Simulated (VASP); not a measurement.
# How smearing and PAW data sets change a VASP run on Aluminum

A convergence test on Aluminum: the smearing and PAW data sets. The series runs use PBEsol. The smearing tried: ISMEAR = -1, SIGMA = 0.01; ISMEAR = -1, SIGMA = 0.05; ISMEAR = -1, SIGMA = 0.1; ISMEAR = -1, SIGMA = 0.2; ISMEAR = -1, SIGMA = 0.5; ISMEAR = 1, SIGMA = 0.01; ISMEAR = 1, SIGMA = 0.05; ISMEAR = 1, SIGMA = 0.1; ISMEAR = 1, SIGMA = 0.2; ISMEAR = 1, SIGMA = 0.5; ISMEAR = -5. The PAW data sets tried: minimal 64: Al; recommended 54: Al; gw 64: Al_GW. The start is a cell from a database of measured crystal structures.

Calculated with VASP 6.6.1; PBEsol; plane waves and PAW (Al), in the first sound run; inputs show where later runs differ.

Most raw output is cut from this account.

**1. Starting point**

The structure is cubic, space group Fm-3m (No. 225). The conventional cell has a = 4.050 Å, b = 4.050 Å, c = 4.050 Å, α = 90.00°, β = 90.00°, γ = 90.00°. Nearest to Al lie 12 Al at 2.86 Å.

As a file:

```
Al
1.0
     0.00000    2.02481    2.02481
     2.02481    0.00000    2.02481
     2.02481    2.02481    0.00000
Al
1
Direct
  0.00000 0.00000 0.00000
```

**2. Smearing: ISMEAR = -1, SIGMA = 0.01**

Smearing steadies the sum over the Fermi surface at the price of an entropy term. PBEsol restores the gradient expansion of exchange and is tuned for the cells of solids.

File INCAR:

```
SYSTEM = Al
PREC = Accurate
ENCUT = 400
EDIFF = 1E-06
NELM = 100
ISMEAR = -1
SIGMA = 0.01
LREAL = .FALSE.
ALGO = Normal
GGA = PS
NBANDS = 7
LORBIT = 11
LWAVE = .FALSE.
LCHARG = .FALSE.
KPAR = 2
ISIF = 2
```

File POSCAR:

```
Al
1.0
    0.0000000000      2.0248050000      2.0248050000
    2.0248050000      0.0000000000      2.0248050000
    2.0248050000      2.0248050000      0.0000000000
Al
1
Direct
    0.0000000000      0.0000000000      0.0000000000
```

File KPOINTS:

```
Automatic mesh
0
Gamma
11 11 11
0 0 0
```

Potentials, in the order of the species: Al (PBE family, release 64).

Launch:

```bash
$ mpirun -np 2 vasp_std
```

The job ended after 1.8 s (2 MPI ranks of Intel Xeon 6975P-C (Granite Rapids), shared host; peak memory 0.21 GiB).

This run has no spin polarisation. Its electron count is odd, so without a moment it is a metal by construction. The k-mesh is coarse for a metal. The PAW data sets were made with PBE, which is usual practice but a small mismatch for other functionals.

This step gave:

| Quantity | Value |
| --- | --- |
| SCF cycles | 9 |
| electrons | 3 |
| bands | 7 |
| irreducible k-points | 56 |
| symmetry operations | 48 |
| free energy (TOTEN) | -4.096 eV |
| energy at zero smearing | -4.096 eV |
| Fermi energy | 7.904 eV |
| pressure | -1.965 GPa |
| metallic | yes |

The series starts at -4.0961 eV an atom and -1.96 GPa, after 9 cycles in 1.8 s. The entropy term T·S comes to 0.51 meV an atom in size.

**3. Smearing: ISMEAR = -1, SIGMA = 0.05**

Edit INCAR of step 2 so:

```diff
@@ -6,3 +6,3 @@
 ISMEAR = -1
-SIGMA = 0.01
+SIGMA = 0.05
 LREAL = .FALSE.
```

POSCAR is that of step 2.

KPOINTS is that of step 2.

Launch:

```bash
$ mpirun -np 2 vasp_std
```

It took 2 s on 2 MPI ranks; peak memory 0.21 GiB; 2.7 s of CPU time.

Against the run before the energy at zero width moves by -1.06 meV an atom and the pressure by +0.07 GPa, after 9 cycles in 2 s. The entropy term T·S comes to 4.00 meV an atom in size.

**4. Smearing: ISMEAR = -1, SIGMA = 0.1**

Edit INCAR of step 3 so:

```diff
@@ -6,3 +6,3 @@
 ISMEAR = -1
-SIGMA = 0.05
+SIGMA = 0.1
 LREAL = .FALSE.
```

POSCAR is that of step 3.

KPOINTS is that of step 3.

Launch:

```bash
$ mpirun -np 2 vasp_std
```

The job ended after 2 s (2 MPI ranks; peak memory 0.21 GiB).

Against the run before the energy at zero width moves by -0.83 meV an atom and the pressure by +0.02 GPa, after 9 cycles in 2 s. The entropy term T·S comes to 12.41 meV an atom in size.

**5. Smearing: ISMEAR = -1, SIGMA = 0.2**

Edit INCAR of step 4 so:

```diff
@@ -6,3 +6,3 @@
 ISMEAR = -1
-SIGMA = 0.1
+SIGMA = 0.2
 LREAL = .FALSE.
```

POSCAR is that of step 4.

KPOINTS is that of step 4.

Launch:

```bash
$ mpirun -np 2 vasp_std
```

It took 2 s on 2 MPI ranks; peak memory 0.21 GiB; 2.9 s of CPU time.

Against the run before the energy at zero width moves by +0.01 meV an atom and the pressure by +0.10 GPa, after 9 cycles in 2 s. The entropy term T·S comes to 48.62 meV an atom in size.

**6. Smearing: ISMEAR = -1, SIGMA = 0.5**

Edit INCAR of step 5 so:

```diff
@@ -6,3 +6,3 @@
 ISMEAR = -1
-SIGMA = 0.2
+SIGMA = 0.5
 LREAL = .FALSE.
```

POSCAR is that of step 5.

KPOINTS is that of step 5.

Launch:

```bash
$ mpirun -np 2 vasp_std
```

It took 2 s on 2 MPI ranks; peak memory 0.21 GiB; 2.8 s of CPU time.

Against the run before the energy at zero width moves by +5.20 meV an atom and the pressure by +0.95 GPa, after 9 cycles in 2 s. The entropy term T·S comes to 328.69 meV an atom in size.

**7. Smearing: ISMEAR = 1, SIGMA = 0.01**

Edit INCAR of step 6 so:

```diff
@@ -5,4 +5,4 @@
 NELM = 100
-ISMEAR = -1
-SIGMA = 0.5
+ISMEAR = 1
+SIGMA = 0.01
 LREAL = .FALSE.
```

POSCAR is that of step 6.

KPOINTS is that of step 6.

Launch:

```bash
$ mpirun -np 2 vasp_std
```

It took 2 s on 2 MPI ranks; peak memory 0.2 GiB.

Against the first of the series the energy at zero width moves by +0.08 meV an atom and the pressure by -0.03 GPa, after 9 cycles in 2 s. The entropy term T·S comes to 0.05 meV an atom in size.

**8. Smearing: ISMEAR = 1, SIGMA = 0.05**

Edit INCAR of step 7 so:

```diff
@@ -6,3 +6,3 @@
 ISMEAR = 1
-SIGMA = 0.01
+SIGMA = 0.05
 LREAL = .FALSE.
```

POSCAR is that of step 7.

KPOINTS is that of step 7.

Launch:

```bash
$ mpirun -np 2 vasp_std
```

Elapsed: 1.8 s, on 2 MPI ranks; peak memory 0.21 GiB.

Against the run before the energy at zero width moves by -0.08 meV an atom and the pressure by +0.04 GPa, after 9 cycles in 1.8 s. The entropy term T·S comes to 0.56 meV an atom in size.

**9. Smearing: ISMEAR = 1, SIGMA = 0.1**

Edit INCAR of step 8 so:

```diff
@@ -6,3 +6,3 @@
 ISMEAR = 1
-SIGMA = 0.05
+SIGMA = 0.1
 LREAL = .FALSE.
```

POSCAR is that of step 8.

KPOINTS is that of step 8.

Launch:

```bash
$ mpirun -np 2 vasp_std
```

It took 1.8 s on 2 MPI ranks; peak memory 0.21 GiB.

Against the run before the energy at zero width moves by -0.38 meV an atom and the pressure by +0.03 GPa, after 9 cycles in 1.8 s. The entropy term T·S comes to 1.34 meV an atom in size.

**10. Smearing: ISMEAR = 1, SIGMA = 0.2**

Edit INCAR of step 9 so:

```diff
@@ -6,3 +6,3 @@
 ISMEAR = 1
-SIGMA = 0.1
+SIGMA = 0.2
 LREAL = .FALSE.
```

POSCAR is that of step 9.

KPOINTS is that of step 9.

Launch:

```bash
$ mpirun -np 2 vasp_std
```

Run time: 2 s. Hardware: 2 MPI ranks; peak memory 0.21 GiB; 2.9 s of CPU time.

Against the run before the energy at zero width moves by -0.98 meV an atom and the pressure by +0.02 GPa, after 9 cycles in 2 s. The entropy term T·S comes to 0.84 meV an atom in size.

**11. Smearing: ISMEAR = 1, SIGMA = 0.5**

Edit INCAR of step 10 so:

```diff
@@ -6,3 +6,3 @@
 ISMEAR = 1
-SIGMA = 0.2
+SIGMA = 0.5
 LREAL = .FALSE.
```

POSCAR is that of step 10.

KPOINTS is that of step 10.

Launch:

```bash
$ mpirun -np 2 vasp_std
```

Run time: 2 s. Hardware: 2 MPI ranks; peak memory 0.21 GiB; 2.8 s of CPU time.

Against the run before the energy at zero width moves by -1.63 meV an atom and the pressure by -0.04 GPa, after 9 cycles in 2 s. The entropy term T·S comes to 2.58 meV an atom in size.

**12. Smearing: ISMEAR = -5**

Edit INCAR of step 11 so:

```diff
@@ -5,4 +5,4 @@
 NELM = 100
-ISMEAR = 1
-SIGMA = 0.5
+ISMEAR = -5
+SIGMA = 0.05
 LREAL = .FALSE.
```

POSCAR is that of step 11.

KPOINTS is that of step 11.

Launch:

```bash
$ mpirun -np 2 vasp_std
```

Run time: 2.2 s. Hardware: 2 MPI ranks; peak memory 0.21 GiB; 3.2 s of CPU time.

With tetrahedra the forces and stress of a metal are not exact derivatives of the energy.

Against the first of the series the energy at zero width moves by +6.90 meV an atom and the pressure by -0.43 GPa, after 9 cycles in 2.2 s.

**13. The smearing series as a table**

This step: convergence of PBEsol results with the smearing; plane waves and PAW (VASP 6.6.1).

This step runs nothing: it gathers the runs above.

One cell and one 11×11×11 mesh. Free energy against width, by row:

```tsv
Fermi-Dirac width σ (eV)	free energy less that at the narrowest width (meV/atom)
0.01	0
0.05	-2.8
0.1	-7.84
0.2	-25.93
0.5	-160.8
```

Differences are taken from the run with ISMEAR = -1, SIGMA = 0.01. Results of the series, by row:

```tsv
setting	status	energy less the reference (meV/atom)	pressure (GPa)	SCF cycles	wall time (s)
ISMEAR = -1, SIGMA = 0.01	converged	0	-1.965	9	1.8
ISMEAR = -1, SIGMA = 0.05	converged	-1.061	-1.898	9	2
ISMEAR = -1, SIGMA = 0.1	converged	-1.887	-1.881	9	2
ISMEAR = -1, SIGMA = 0.2	converged	-1.873	-1.78	9	2
ISMEAR = -1, SIGMA = 0.5	converged	3.323	-0.8315	9	2
ISMEAR = 1, SIGMA = 0.01	converged	0.08014	-1.99	9	2
ISMEAR = 1, SIGMA = 0.05	converged	-0.00409	-1.946	9	1.8
ISMEAR = 1, SIGMA = 0.1	converged	-0.3871	-1.913	9	1.8
ISMEAR = 1, SIGMA = 0.2	converged	-1.364	-1.896	9	2
ISMEAR = 1, SIGMA = 0.5	converged	-2.99	-1.94	9	2
ISMEAR = -5	converged	6.902	-2.393	9	2.2
```

**14. PAW data sets: minimal 64: Al**

This step: PBEsol; plane waves and PAW (Al) (VASP 6.6.1).

Data sets differ in which electrons are valence and how hard the partial waves are.

Edit INCAR of step 12 so:

```diff
@@ -5,3 +5,3 @@
 NELM = 100
-ISMEAR = -5
+ISMEAR = -1
 SIGMA = 0.05
```

POSCAR is that of step 12.

KPOINTS is that of step 12.

Launch:

```bash
$ mpirun -np 2 vasp_std
```

Elapsed: 2.2 s, on 2 MPI ranks; peak memory 0.21 GiB.

Numbers from this step:

```
free energy (TOTEN)     : -4.099 eV
energy at zero smearing : -4.097 eV
Fermi energy            : 7.895 eV
pressure                : -1.898 GPa
```

The series starts at -4.0971 eV an atom and -1.90 GPa, after 9 cycles in 2.2 s.

**15. PAW data sets: recommended 54: Al**

INCAR is that of step 14.

POSCAR is that of step 14.

KPOINTS is that of step 14.

PAW data sets: Al (PBE family, release 54).

Launch:

```bash
$ mpirun -np 2 vasp_std
```

Elapsed: 1.8 s, on 2 MPI ranks; peak memory 0.21 GiB.

With 3 valence electrons the pressure is -1.90 GPa, +0.00 GPa from the first of the series, after 9 cycles in 1.8 s.

**16. PAW data sets: GW 64: Al GW**

This step: PBEsol; plane waves and PAW (Al_GW) (VASP 6.6.1).

INCAR is that of step 15.

POSCAR is that of step 15.

KPOINTS is that of step 15.

PAW data sets: Al_GW (PBE family, release 64).

Launch:

```bash
$ mpirun -np 2 vasp_std
```

The job ended after 1.6 s (2 MPI ranks; peak memory 0.22 GiB).

With 3 valence electrons the pressure is -1.97 GPa, -0.07 GPa from the first of the series, after 9 cycles in 1.6 s.

**17. The PAW data sets series as a table**

This step: convergence of PBEsol results with the datasets; plane waves and PAW (VASP 6.6.1).

No new run; the numbers come from the runs before.

Results of the series, by row:

```tsv
setting	status	pressure (GPa)	SCF cycles	wall time (s)
minimal 64: Al, 400 eV	converged	-1.898	9	2.2
recommended 54: Al, 400 eV	converged	-1.898	9	1.8
gw 64: Al_GW, 400 eV	converged	-1.969	9	1.6
```

**18. What came out**

| Item | Value |
| --- | --- |
| spread of the pressure over the smearing | 1.56 GPa |
| spread of the energy over the smearing | 9.89 meV/atom |
| spread of the pressure over the PAW data sets | 0.0705 GPa |

In words: The usual rule keeps the entropy term T·S under 1 meV an atom, which holds up to a width of 0.01 eV for Fermi-Dirac and 0.05 eV for first-order Methfessel-Paxton. That rule is made for Methfessel-Paxton; with the other schemes the zero-width estimate is the energy to use. Farthest in energy from the narrowest smearing lies ISMEAR = -5 (+6.9 meV an atom, -0.43 GPa). On a fixed mesh a narrow width is not the exact answer for a metal: it samples the Fermi surface more noisily. The choice of data set moves the pressure between -1.97 GPa (gw 64: Al_GW) and -1.90 GPa (minimal 64: Al); all ran at 400 eV. Data sets differ in their zero of energy, so energies are not compared. Forces vanish by symmetry in this cell, so the series can't test them.

[Lines on the potential files, build, host, timing and source positions are cut from VASP's logs without a mark.]

[Logs are printed without paths, hosts, clocks, repeated set-up lines and the standing remarks that a program may print on its own settings, such as how far it seeks lower states.]

[Hosts, paths, dates, database ids (printed as entryN), source tags and the programs' standing remarks are cut or masked in the printed files.]

[A measured line is paired with the nearest computed mode of its activity, which favours agreement.]
